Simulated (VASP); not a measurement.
All values below come from revTPSS meta-GGA, VASP's PBE PAW potentials (set 64) (plane waves; VASP).

A VASP calculation is set up with these files.

### POSCAR
```
FePt
2.6958390
  1.0000000132   0.0000000000   0.0000000000
  0.0000000000   1.0000000132   0.0000000000
  0.0000000000   0.0000000000   1.3778620990
Fe Pt
1 1
Cartesian
  0.0000000000   1.0000000132   0.0000000000
  0.5000000066   0.5000000066   0.6889310495
```

File KPOINTS_OPT:
```
k-points along high-symmetry lines
6
Line-mode
Reciprocal
  0.000000   0.000000   0.000000 ! GAMMA
  0.000000   0.500000   0.000000 ! X

  0.000000   0.500000   0.000000 ! X
  0.500000   0.500000   0.000000 ! M

  0.500000   0.500000   0.000000 ! M
  0.000000   0.000000   0.000000 ! GAMMA

  0.000000   0.000000   0.000000 ! GAMMA
  0.000000   0.000000   0.500000 ! Z

  0.000000   0.000000   0.500000 ! Z
  0.000000   0.500000   0.500000 ! R

  0.000000   0.500000   0.500000 ! R
  0.500000   0.500000   0.500000 ! A

  0.500000   0.500000   0.500000 ! A
  0.000000   0.000000   0.500000 ! Z

  0.000000   0.500000   0.000000 ! X
  0.000000   0.500000   0.500000 ! R

  0.500000   0.500000   0.000000 ! M
  0.500000   0.500000   0.500000 ! A
```

KPOINTS:
```
K-points
0
Gamma
  15 15 11
```

### INCAR
```
ALGO = Normal
EDIFF = 1E-7
ENCUT = 520
ISIF = 2
ISMEAR = -5
ISPIN = 2
LASPH = .True.
LCHARG = .False.
LMAXMIX = 6
LMIXTAU = .True.
LORBIT = 11
LREAL = .False.
LWAVE = .False.
MAGMOM = 2.9 0.3
METAGGA = RTPSS
NEDOS = 601
NELM = 100
PREC = Accurate
SYSTEM = FePt
```

POTCAR, in this order: Fe Pt (PBE.64 set). Program: vasp_std.

Unless said otherwise, spin-orbit coupling is left out, though it shifts the bands of the heavy elements here.

### Question
What does the run give for the energy per atom (σ→0), cell moment, band gap (over mesh and band path)?

### Answer

| Item | Value |
|---|---|
| energy per atom (σ→0) | 14.141 eV/atom |
| cell moment | 3.29 μB |
| band gap (over mesh and band path) | none (metal, semimetal or under 0.01 eV) |

### OSZICAR
```
...
DAV:  12     0.282819349798E+02   -0.21971E-03   -0.54917E-04 15449   0.422E-01    0.144E-01
DAV:  13     0.282819244348E+02   -0.10545E-04   -0.12408E-04 17342   0.138E-01    0.476E-02
DAV:  14     0.282819255421E+02    0.11073E-05   -0.23852E-05 17171   0.731E-02    0.169E-02
DAV:  15     0.282819230229E+02   -0.25192E-05   -0.73441E-06 15900   0.464E-02    0.102E-02
DAV:  16     0.282819240195E+02    0.99655E-06   -0.20283E-06 17337   0.356E-02    0.473E-03
DAV:  17     0.282819240474E+02    0.27884E-07   -0.13398E-07  8256   0.607E-03
   1 F= 0.28281924E+02 E0= 0.28281924E+02  d E =0.000000E+00  mag=     3.2941
       N       E                     dE             ncg
```

The compound is FePt in the L1_0 structure. It was relaxed first.
